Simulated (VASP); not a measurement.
Level of theory: PW91 GGA, VASP's PBE PAW potentials (set 64) (plane waves; VASP 6.6.1).

Input for VASP

### POSCAR
```
Ni3Si
1
    3.4745430304     0.0000000000     0.0000000000
    0.0000000000     3.4745430304     0.0000000000
    0.0000000000     0.0000000000     3.4745430304
Si Ni
1 3
Direct
  0.0000000000   0.0000000000   0.0000000000
  0.0000000000   0.5000000000   0.5000000000
  0.5000000000   0.0000000000   0.5000000000
  0.5000000000   0.5000000000   0.0000000000
```

### KPOINTS
```
Automatic mesh
0
Gamma
9 9 9
0 0 0
```

**INCAR**
```
SYSTEM = Ni3Si
PREC = Accurate; ENCUT = 520; LREAL = .FALSE.
LASPH = .TRUE.
EDIFF = 1E-7; NELM = 100; ALGO = Normal
LMAXMIX = 4
ISMEAR = 1; SIGMA = 0.1
GGA = 91
ISIF = 2
LWAVE = .FALSE.; LCHARG = .FALSE.
```

POTCAR, in this order: Si Ni (PBE.64 set). Program: vasp_std.

Question: Estimate the energy per atom (σ→0), pressure, band gap (on the k-mesh).

Answer: 
| Item | Result |
|---|---|
| energy per atom (σ→0) | -5890 meV/atom |
| band gap (on the k-mesh) | none (metal, semimetal or under 0.01 eV) |
| pressure | 6.96 GPa |

OSZICAR:
```
...
DAV:   9    -0.235642216569E+02    0.16732E-01   -0.31424E-02  1992   0.257E+00    0.548E-01
DAV:  10    -0.235620323724E+02    0.21893E-02   -0.34201E-03  1931   0.467E-01    0.217E-01
DAV:  11    -0.235617156790E+02    0.31669E-03   -0.66179E-04  2276   0.310E-01    0.552E-02
DAV:  12    -0.235617035240E+02    0.12155E-04   -0.10134E-04  1663   0.124E-01    0.146E-02
DAV:  13    -0.235617026927E+02    0.83124E-06   -0.72514E-06  1706   0.189E-02    0.794E-03
DAV:  14    -0.235617020799E+02    0.61286E-06   -0.51759E-07  1679   0.797E-03    0.290E-03
DAV:  15    -0.235617020023E+02    0.77633E-07   -0.16684E-07   924   0.604E-03
   1 F= -.23561702E+02 E0= -.23561810E+02  d E =0.325218E-03
```

The compound is Ni3Si in the L1_2 structure. This cell is one point of a volume scan, at 0.97 of the reference volume. The run is not spin-polarised, so no magnetic state was tried.
